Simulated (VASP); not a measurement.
Crystal: Na4NO.

```
Na O N
1.0
     4.01466    0.00000    0.00000
     0.00000    4.01466    0.00000
     0.00000    0.00000    5.87486
Na O N
4 1 1
Cartesian
  2.0073 0.0000 1.5388
  0.0000 2.0073 4.3361
  2.0073 0.0000 4.3361
  0.0000 2.0073 1.5388
  2.0073 2.0073 2.9374
  0.0000 0.0000 0.0000
```

The cell comes from a database or a generator and needn't be the stable form of this composition.

| Property | Result |
| --- | --- |
| Program | VASP 6.6.1 |
| Task | single point |
| Functional | PBE |
| Potentials or basis | VASP PAW PBE potentials, release 64 (Na_pv, O, N) |
| Cutoff | 520 eV |
| k mesh | 7 × 7 × 5 |
| Occupations | fermi-dirac, width 0.05 eV |
| Spin | no spin polarisation |

On this cell: pressure -0.3 GPa; largest force 0.072 eV/Å; band gap on the k mesh none (metal or under the smearing width).

The same run follows on a disturbed copy (atoms moved at random, drawn with an rms of 0.05 Å):

```
Na O N
1.0
     4.01466    0.00000    0.00000
     0.00000    4.01466    0.00000
     0.00000    0.00000    5.87486
Na O N
4 1 1
Direct
  0.50869 0.99179 0.25775
  0.01886 0.50565 0.73716
  0.50619 0.00459 0.73395
  0.99177 0.48846 0.26101
  0.50768 0.52311 0.49714
  0.99733 0.99891 0.00055
```

**Question.** What changes?

**Answer.** The energy (extrapolated to zero smearing) moves by +5.1 meV/atom; pressure -0.2 GPa; largest force 0.341 eV/Å; band gap on the k mesh none (metal or under the smearing width).

Forces on the atoms (eV/Å):
```
Na  -0.162  0.075 -0.086
Na  -0.126  0.027  0.081
Na   0.053  0.066  0.100
Na   0.153  0.138 -0.068
O   -0.040 -0.332  0.063
N    0.122  0.026 -0.089
```

Stress tensor (GPa, compression positive):
```
-0.20  0.00 -0.14
 0.00 -0.07  0.07
-0.14  0.07 -0.27
```

Caveats: an odd number of electrons without spin polarisation forces a metal; a magnetic or distorted state may lie lower.
